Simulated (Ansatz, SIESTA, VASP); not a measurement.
One structure in several programs: PW (Pnma, 8 atoms in the cell)

Self-consistent single point.

```yaml
crystal:
  lattice:
    - [5.74171, 0.00000, 0.00000]
    - [0.00000, 3.27062, 0.00000]
    - [0.00000, 0.00000, 6.20331]
  atoms:
    - { symbol: P, position: [0.31438, 0.75000, 0.56784] }
    - { symbol: P, position: [0.68562, 0.25000, 0.43216] }
    - { symbol: P, position: [0.18562, 0.25000, 0.06784] }
    - { symbol: P, position: [0.81438, 0.75000, 0.93216] }
    - { symbol: W, position: [0.98629, 0.75000, 0.31278] }
    - { symbol: W, position: [0.01371, 0.25000, 0.68722] }
    - { symbol: W, position: [0.51371, 0.25000, 0.81278] }
    - { symbol: W, position: [0.48629, 0.75000, 0.18722] }
```

Shared settings, as Ansatz (an electronic-structure program) writes them: kpoints.mp_grid.grid = 3 6 3; magnetization.spin_orbit = true; scf.occupations.method = gaussian; scf.occupations.width = 0.136 eV. Potentials and cutoffs stand in the table.

| code | model | pressure (GPa) | largest force (eV/Å) | cutoff |
|---|---|---|---|---|
| SIESTA | GGA PBEsol with spin-orbit coupling, numerical atomic orbitals DZP, PseudoDojo PBEsol fully relativistic norm-conserving potentials (rewritten from UPF to PSML) | – | 0.119 | grid 350 Ry |
| VASP | PBEsol, spin-orbit coupling, VASP's PBE PAW potentials (set 64) | -3.34 | 0.138 | 300 eV |
| Ansatz | PBEsol with spin-orbit coupling, PAW files made with PBE | -3.63 | 0.127 | default |

Size of the force on each atom (eV/Å): Sizes of forces hide their directions.

```json
[
 {"code": "SIESTA", "P1": "0.027", "P2": "0.027", "P3": "0.027", "P4": "0.027", "W5": "0.119", "W6": "0.119", "W7": "0.119", "W8": "0.119"},
 {"code": "VASP", "P1": "0.053", "P2": "0.053", "P3": "0.053", "P4": "0.053", "W5": "0.138", "W6": "0.138", "W7": "0.138", "W8": "0.138"},
 {"code": "Ansatz", "P1": "0.051", "P2": "0.051", "P3": "0.051", "P4": "0.051", "W5": "0.127", "W6": "0.127", "W7": "0.127", "W8": "0.127"}
]
```

A dash marks a value that a program does not give, or that is left out as unsure.

The spread over the programs that give each value: pressure within 0.29 GPa; largest force within 0.019 eV/Å.

SIESTA uses small atom-centred bases, whose incompleteness enters pressures, forces and empty levels differently from a plane-wave cutoff. Ansatz's pressure is given at a fixed set of plane waves, as the other plane-wave codes print theirs; with its correction for the finite basis it is -3.56 GPa.

The shared mesh is coarse (it stands for a supercell whose shortest vector is 17 Å), so the values are not converged in it.

VASP's run is marked for a possible Pulay error in its stress at this cutoff; no cutoff test was made.

The starting cell comes from a database of computed structures (which also holds hypothetical and non-ambient phases and stackings), without a prior relaxation at this level.

Left out of this page: Elk (not drawn, or without a comparable value).

Keys are those of Ansatz 0.2.
